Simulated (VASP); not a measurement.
All values below come from PBEsol GGA, VASP's PBE PAW potentials (set 64) (plane waves; VASP).

Input for VASP

**POSCAR**
```
CsSnI3
1
    6.1578506261    -0.0000000000     0.0000000000
   -0.0000000000     6.1578506261    -0.0000000000
   -0.0000000000    -0.0000000000     6.1578506261
Cs Sn I
1 1 3
Direct
  0.0000000000   0.0000000000   0.0000000000
  0.5000000000   0.5000000000   0.5000000000
  0.5000000000   0.0000000000   0.5000000000
  0.0000000000   0.5000000000   0.5000000000
  0.5000000000   0.5000000000   0.0000000000
```

### KPOINTS
```
Automatic mesh
0
Gamma
4 4 4
0 0 0
```

### INCAR
```
SYSTEM  =  CsSnI3
PREC  =  Accurate; ENCUT  =  520; LREAL  =  .FALSE.
LASPH  =  .TRUE.
EDIFF  =  1E-6; NELM  =  100; ALGO  =  Normal
LMAXMIX  =  4
ISMEAR  =  0; SIGMA  =  0.05
GGA  =  PS
IBRION  =  2; NSW  =  60; ISIF  =  3
EDIFFG  =  -0.02
LWAVE  =  .FALSE.; LCHARG  =  .FALSE.
```

POTCAR, in this order: Cs_sv Sn_d I (PBE.64 set). Program: vasp_std.

What VASP printed:

OSZICAR:
```
       N       E                     dE             d eps       ncg     rms          rms(c)
DAV:   1     0.364090013169E+03    0.36409E+03   -0.18276E+04   520   0.158E+03
DAV:   2     0.333919311284E+02   -0.33070E+03   -0.32241E+03   626   0.322E+02
DAV:   3    -0.131549730049E+02   -0.46547E+02   -0.45535E+02   598   0.129E+02
DAV:   4    -0.151789657490E+02   -0.20240E+01   -0.20205E+01   640   0.314E+01
DAV:   5    -0.152438769750E+02   -0.64911E-01   -0.64893E-01   832   0.551E+00    0.447E+00
DAV:   6    -0.150248997263E+02    0.21898E+00   -0.39956E-01   668   0.383E+00    0.289E+00
DAV:   7    -0.150037119472E+02    0.21188E-01   -0.27671E-01   690   0.243E+00    0.873E-01
DAV:   8    -0.150050456844E+02   -0.13337E-02   -0.41811E-02   608   0.148E+00    0.264E-01
DAV:   9    -0.150050120248E+02    0.33660E-04   -0.32563E-03   652   0.458E-01    0.881E-02
DAV:  10    -0.150052253000E+02   -0.21328E-03   -0.52677E-04   636   0.119E-01    0.388E-02
DAV:  11    -0.150052602063E+02   -0.34906E-04   -0.29065E-04   658   0.121E-01    0.368E-02
DAV:  12    -0.150052587027E+02    0.15036E-05   -0.29082E-05   614   0.259E-02    0.236E-02
DAV:  13    -0.150052581935E+02    0.50926E-06   -0.15745E-06   472   0.828E-03
   1 F= -.15005258E+02 E0= -.15005161E+02  d E =-.150053E+02
```

OUTCAR:
```
------------------------ aborting loop because EDIFF is reached ----------------------------------------
  FORCE on cell =-STRESS in cart. coord.  units (eV):
  Direction    XX          YY          ZZ          XY          YZ          ZX
  --------------------------------------------------------------------------------------
  Total       -0.0200686     -0.0200686     -0.0200686     -0.0000000     -0.0000000      0.0000000
  in kB       -0.1377023     -0.1377023     -0.1377023     -0.0000000     -0.0000000      0.0000000
  external PRESSURE =      -0.1377023 kB  Pullay stress =       0.0000000 kB
  volume of cell :      233.50
      direct lattice vectors                 reciprocal lattice vectors
     6.157850626  0.000000000  0.000000000     0.162394326  0.000000000  0.000000000
     0.000000000  6.157850626  0.000000000     0.000000000  0.162394326  0.000000000
     0.000000000  0.000000000  6.157850626     0.000000000  0.000000000  0.162394326
 POSITION                                       TOTAL-FORCE (eV/Angst)
 -----------------------------------------------------------------------------------
      0.00000      0.00000      0.00000         0.000000      0.000000      0.000000
      3.07893      3.07893      3.07893         0.000000      0.000000      0.000000
      3.07893      0.00000      3.07893         0.000000      0.000000      0.000000
      0.00000      3.07893      3.07893         0.000000      0.000000      0.000000
      3.07893      3.07893      0.00000         0.000000      0.000000      0.000000
 -----------------------------------------------------------------------------------
    total drift:                                0.000000     -0.000000     -0.000000
  FREE ENERGIE OF THE ION-ELECTRON SYSTEM (eV)
  ---------------------------------------------------
  free  energy   TOTEN  =       -15.0052581935 eV

  energy  without entropy=      -15.0050632725  energy(sigma->0) =      -15.00516073

 reached required accuracy - stopping structural energy minimisation
```
(Selected blocks of OUTCAR.)

The compound is CsSnI3 in the cubic perovskite structure, the ideal cubic form; the compound distorts at low or room temperature. It was relaxed first. The start is the result of an earlier pass.
